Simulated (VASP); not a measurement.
Given:

```yaml
crystal:
  lattice:
    - [1.65547, -2.86736, 0.00000]
    - [1.65547, 2.86736, 0.00000]
    - [0.00000, 0.00000, 5.43554]
  atoms:
    - { symbol: Ti, position: [0.00000, 0.00000, 0.00000] }
    - { symbol: S, position: [0.33333, 0.66667, 0.26205] }
    - { symbol: S, position: [0.66667, 0.33333, 0.73795] }
```

Level of theory: LDA (Ceperley-Alder, Perdew-Zunger), VASP's LDA PAW potentials (set 64) (plane waves; VASP 6.6.1). Run with 520 eV cut-off, 12×12×7 Γ-centred mesh, tetrahedra with Blöchl corrections, potentials Ti_sv S.

The cores are frozen, which limits the accuracy of field gradients.

Q: Give the principal components of the electric field gradient (V/Å²) and the asymmetry η at each nucleus.

A: 
```tsv
atom	Vxx	Vyy	Vzz	η
Ti1	13.0	13.0	-26.0	0.00
S2	1.4	1.4	-2.8	0.00
S3	1.4	1.4	-2.8	0.00
```

The compound is TiS2 in the 1T layered structure. It was relaxed first, which changed the volume by -10 %.
